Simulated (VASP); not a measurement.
An input for Quantum ESPRESSO's pw.x (written as the equivalent of a VASP run, and not itself run):

```
&CONTROL
  calculation = 'scf'
  pseudo_dir = './pseudo'
  outdir = './out'
  tprnfor = .true.
  tstress = .true.
/
&SYSTEM
  ibrav = 0
  nat = 4
  ntyp = 2
  ecutwfc = 82
  occupations = 'smearing'
  smearing = 'methfessel-paxton'
  degauss = 0.00735
  input_dft = 'pbesol'
/
&ELECTRONS
  conv_thr = 7.3e-09
  electron_maxstep = 100
/
ATOMIC_SPECIES
  P 30.974 P.upf
  Pd 106.420 Pd.upf
CELL_PARAMETERS angstrom
     1.7683241   -5.4242188   -0.0135605
     1.7683241    5.4242188    0.0135605
     0.0000000    0.0074696    2.9878317
ATOMIC_POSITIONS crystal
  P    0.5847643  0.4152357  0.2500000
  P    0.4152357  0.5847643  0.7500000
  Pd   0.8251564  0.1748436  0.2500000
  Pd   0.1748436  0.8251564  0.7500000
K_POINTS automatic
  8 8 10 0 0 0
```

Translate this input to VASP (INCAR, KPOINTS, POSCAR, choice of POTCAR).

One answer among several that fit: 
INCAR:
```
SYSTEM=PPd
PREC=Accurate; ENCUT=480; LREAL=.False.
LASPH=.True.
EDIFF=1E-7; NELM=100; ALGO=Normal
LMAXMIX=4
ISMEAR=1; SIGMA=0.1
GGA=PS
ISIF=2
LWAVE=.False.; LCHARG=.False.
```

### KPOINTS
```
Automatic mesh
0
Gamma
8 8 10
0 0 0
```

### POSCAR
```
PPd
1.0
  1.7683240974  -5.4242187625  -0.0135605469
  1.7683240974   5.4242187625   0.0135605469
  0.0000000000   0.0074695791   2.9878316555
P Pd
2 2
Cartesian
  1.7683240974  -0.9176925914   0.7446590139
  1.7683240974   0.9251621705   2.2431726416
  1.7683240974  -3.5255719402   0.7381393155
  1.7683240974   3.5330415193   2.2496923400
```

POTCAR, in this order: P Pd (PBE.64 set). Program: vasp_std.

Limits of the translation: the potentials are each code's own (VASP's PAW set, PseudoDojo norm-conserving files in pw.x), so ENCUT and ecutwfc are chosen apart and not converted; conv_thr bounds pw.x's estimated SCF error, while EDIFF bounds the energy change between steps.

The structure was generated: PPd was put into the CrB type (Cmcm), which need not be its known phase. This cell was strained or had an atom moved on purpose.
